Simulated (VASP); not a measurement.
Computed with r2SCAN meta-GGA, VASP's PBE PAW potentials (set 64) (plane waves; VASP 6.6.1).

Gaps are without spin-orbit coupling.

```json
{
  "volume_per_atom": "24.45 Å³/atom",
  "band gap (over mesh and band path)": "3.85 eV",
  "smallest direct gap (over mesh and band path)": "4.05 eV"
}
```

Task: Which relaxed crystal gives these values?
A) InSe, P6_3/mmc (194)
B) CdS, Pmmn (59)
C) CaHI, P4/nmm (129)
D) SiO2, P3_121 (152)

Result: C, CaHI, P4/nmm (129)
